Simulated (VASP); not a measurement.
These are r2SCAN meta-GGA, VASP's PBE PAW potentials (set 64) (plane waves; VASP 6.6.1) values and carry that method's errors.

VASP ran on this input.

POSCAR:
```
Al3Sc
1
    4.0715235982     0.0000000000     0.0000000000
    0.0000000000     4.0715235982     0.0000000000
   -0.0000000000    -0.0000000000     4.0715235982
Sc Al
1 3
Direct
  0.0000000000   0.0000000000   0.0000000000
  0.0000000000   0.5000000000   0.5000000000
  0.5000000000   0.0000000000   0.5000000000
  0.5000000000   0.5000000000   0.0000000000
```

**INCAR**
```
SYSTEM = Al3Sc
PREC = Accurate; ENCUT = 400; LREAL = .FALSE.
LASPH = .TRUE.
EDIFF = 1E-6; NELM = 100; ALGO = Normal
LMAXMIX = 4; LMIXTAU = .TRUE.
ISMEAR = 1; SIGMA = 0.1
METAGGA = R2SCAN
IBRION = 2; NSW = 60; ISIF = 3
EDIFFG = -0.02
LWAVE = .FALSE.; LCHARG = .FALSE.
```

**KPOINTS**
```
Regular mesh
0
gamma
7 7 7
```

POTCAR, in this order: Sc_sv Al (PBE.64 set). Program: vasp_std.

The run wrote:

File OUTCAR:
```
 ion  position               nearest neighbor table
   1  0.000  0.000  0.000-   2 2.88   3 2.88   4 2.88   2 2.88   3 2.88   2 2.88   4 2.88   2 2.88
                             3 2.88   4 2.88   3 2.88   4 2.88
   2  0.000  0.500  0.500-   1 2.88   3 2.88   4 2.88   1 2.88   4 2.88   1 2.88   3 2.88   1 2.88
                             3 2.88   4 2.88   4 2.88   3 2.88
   3  0.500  0.000  0.500-   1 2.88   2 2.88   4 2.88   1 2.88   4 2.88   2 2.88   4 2.88   4 2.88
                             1 2.88   2 2.88   1 2.88   2 2.88
   4  0.500  0.500  0.000-   1 2.88   2 2.88   3 2.88   2 2.88   3 2.88   1 2.88   3 2.88   3 2.88
                             1 2.88   2 2.88   2 2.88   1 2.88
  LATTYP: Found a simple cubic cell.
 ALAT       =     4.0715235982
 Subroutine PRICEL returns:
 Original cell was already a primitive cell.
 Subroutine GETGRP returns: Found 48 space group operations
The static configuration has the point symmetry O_h .
The dynamic configuration has the point symmetry O_h .
 Subroutine INISYM returns: Found 48 space group operations
 Subroutine IBZKPT returns following result:
 Found     20 irreducible k-points:

 Following reciprocal coordinates:
            Coordinates               Weight
  0.000000  0.000000  0.000000      1.000000
  0.142857  0.000000  0.000000      6.000000
  0.285714  0.000000  0.000000      6.000000
  0.428571  0.000000  0.000000      6.000000
  0.142857  0.142857  0.000000     12.000000
  0.285714  0.142857  0.000000     24.000000
  0.428571  0.142857  0.000000     24.000000
  0.285714  0.285714  0.000000     12.000000
  0.428571  0.285714  0.000000     24.000000
  0.428571  0.428571  0.000000     12.000000
  0.142857  0.142857  0.142857      8.000000
  0.285714  0.142857  0.142857     24.000000
  0.428571  0.142857  0.142857     24.000000
  0.285714  0.285714  0.142857     24.000000
  0.428571  0.285714  0.142857     48.000000
  0.428571  0.428571  0.142857     24.000000
  0.285714  0.285714  0.285714      8.000000
  0.428571  0.285714  0.285714     24.000000
...
```

OSZICAR:
```
       N       E                     dE             d eps       ncg     rms          rms(c)
DAV:   1     0.923076109938E+02    0.92308E+02   -0.75563E+03   560   0.110E+03
DAV:   2    -0.300013440769E+02   -0.12231E+03   -0.11981E+03   578   0.361E+02
DAV:   3    -0.370920544122E+02   -0.70907E+01   -0.67332E+01   896   0.699E+01
DAV:   4    -0.372071592202E+02   -0.11510E+00   -0.11494E+00   746   0.879E+00
DAV:   5    -0.372104490436E+02   -0.32898E-02   -0.32891E-02   828   0.151E+00    0.122E+01
DAV:   6    -0.335778519962E+02    0.36326E+01   -0.56834E+00   768   0.379E+01    0.450E+00
DAV:   7    -0.332405054541E+02    0.33735E+00   -0.55823E-01   656   0.767E+00    0.217E+00
DAV:   8    -0.334475546885E+02   -0.20705E+00   -0.66682E-01   764   0.759E+00    0.798E-01
DAV:   9    -0.334390567305E+02    0.84980E-02   -0.11265E-01   768   0.426E+00    0.372E-01
DAV:  10    -0.335051091901E+02   -0.66052E-01   -0.13446E-01   778   0.438E+00    0.254E-01
DAV:  11    -0.335024568680E+02    0.26523E-02   -0.10839E-02   882   0.148E+00    0.160E-01
DAV:  12    -0.335054593335E+02   -0.30025E-02   -0.39199E-03   696   0.684E-01    0.299E-02
DAV:  13    -0.335053979022E+02    0.61431E-04   -0.48258E-04   738   0.251E-01    0.204E-02
DAV:  14    -0.335055185462E+02   -0.12064E-03   -0.14020E-04   746   0.135E-01    0.787E-03
DAV:  15    -0.335055712899E+02   -0.52744E-04   -0.49434E-05   644   0.875E-02    0.725E-03
DAV:  16    -0.335055696708E+02    0.16190E-05   -0.90264E-06   728   0.389E-02    0.215E-03
DAV:  17    -0.335055740605E+02   -0.43897E-05   -0.46566E-06   632   0.259E-02    0.127E-03
DAV:  18    -0.335055741381E+02   -0.77586E-07   -0.10938E-07   340   0.434E-03
   1 F= -.33505574E+02 E0= -.33505168E+02  d E =-.335056E+02
       N       E                     dE             d eps       ncg     rms          rms(c)
DAV:   1    -0.335319091807E+02   -0.26335E-01   -0.71947E-01   674   0.135E+01    0.129E+00
DAV:   2    -0.335084109017E+02    0.23498E-01   -0.14116E-01   792   0.542E+00    0.258E-01
DAV:   3    -0.335074720945E+02    0.93881E-03   -0.31413E-03   656   0.466E-01    0.144E-01
DAV:   4    -0.335069326927E+02    0.53940E-03   -0.19452E-03   712   0.313E-01    0.550E-02
DAV:   5    -0.335068681202E+02    0.64572E-04   -0.10665E-03   850   0.304E-01    0.365E-02
DAV:   6    -0.335070210571E+02   -0.15294E-03   -0.26246E-04   752   0.120E-01    0.224E-02
DAV:   7    -0.335070154749E+02    0.55822E-05   -0.28877E-05   738   0.778E-02    0.103E-02
DAV:   8    -0.335070052759E+02    0.10199E-04   -0.40228E-05   602   0.924E-02    0.122E-02
DAV:   9    -0.335070240764E+02   -0.18801E-04   -0.31212E-05   716   0.754E-02    0.952E-04
DAV:  10    -0.335070241541E+02   -0.77712E-07   -0.58947E-07   364   0.840E-03
   2 F= -.33507024E+02 E0= -.33506626E+02  d E =-.145002E-02
       N       E                     dE             d eps       ncg     rms          rms(c)
DAV:   1    -0.335100901207E+02   -0.30660E-02   -0.77354E-02   668   0.445E+00    0.420E-01
DAV:   2    -0.335075937526E+02    0.24964E-02   -0.13536E-02   772   0.170E+00    0.862E-02
DAV:   3    -0.335075052399E+02    0.88513E-04   -0.26827E-04   602   0.139E-01    0.467E-02
DAV:   4    -0.335074548412E+02    0.50399E-04   -0.20162E-04   732   0.106E-01    0.182E-02
DAV:   5    -0.335074576763E+02   -0.28351E-05   -0.89927E-05   816   0.839E-02    0.116E-02
DAV:   6    -0.335074710207E+02   -0.13344E-04   -0.18657E-05   698   0.344E-02    0.654E-03
DAV:   7    -0.335074702054E+02    0.81531E-06   -0.32640E-06   602   0.256E-02
   3 F= -.33507470E+02 E0= -.33507071E+02  d E =-.189607E-02
```

### OUTCAR
```
------------------------ aborting loop because EDIFF is reached ----------------------------------------
  FORCE on cell =-STRESS in cart. coord.  units (eV):
  Direction    XX          YY          ZZ          XY          YZ          ZX
  --------------------------------------------------------------------------------------
  Total        0.0035723      0.0035723      0.0035723     -0.0000000      0.0000000      0.0000000
  in kB        0.0839858      0.0839858      0.0839858     -0.0000000      0.0000000      0.0000000
  external PRESSURE =       0.0839858 kB  Pullay stress =       0.0000000 kB
  volume of cell :       68.15
      direct lattice vectors                 reciprocal lattice vectors
     4.084603526  0.000000000  0.000000000     0.244821803  0.000000000 -0.000000000
     0.000000000  4.084603526  0.000000000    -0.000000000  0.244821803  0.000000000
     0.000000000  0.000000000  4.084603526    -0.000000000 -0.000000000  0.244821803
 POSITION                                       TOTAL-FORCE (eV/Angst)
 -----------------------------------------------------------------------------------
      0.00000      0.00000      0.00000         0.000000      0.000000      0.000000
      0.00000      2.04230      2.04230        -0.000000      0.000000      0.000000
      2.04230      0.00000      2.04230        -0.000000      0.000000      0.000000
      2.04230      2.04230      0.00000         0.000000      0.000000      0.000000
 -----------------------------------------------------------------------------------
    total drift:                               -0.000000     -0.000000     -0.000000
  FREE ENERGIE OF THE ION-ELECTRON SYSTEM (eV)
  ---------------------------------------------------
  free  energy   TOTEN  =       -33.5074702054 eV

  energy  without entropy=      -33.5062729820  energy(sigma->0) =      -33.50707113

 reached required accuracy - stopping structural energy minimisation
```
(Selected blocks of OUTCAR.)

### CONTCAR
```
Al3Sc
   1.00000000000000
     4.0846035264702545    0.0000000000000000    0.0000000000000000
     0.0000000000000000    4.0846035264702545    0.0000000000000000
     0.0000000000000000    0.0000000000000000    4.0846035264702545
  Sc              Al
     1     3
Direct
     0.0000000000000000    0.0000000000000000    0.0000000000000000
     0.0000000000000000    0.5000000000000000    0.5000000000000000
     0.5000000000000000    0.0000000000000000    0.5000000000000000
     0.5000000000000000    0.5000000000000000    0.0000000000000000
```

The compound is Al3Sc in the L1_2 structure. This run relaxes it. Symmetry was kept, so distortions that lower it aren't found. The start is the result of an earlier pass.
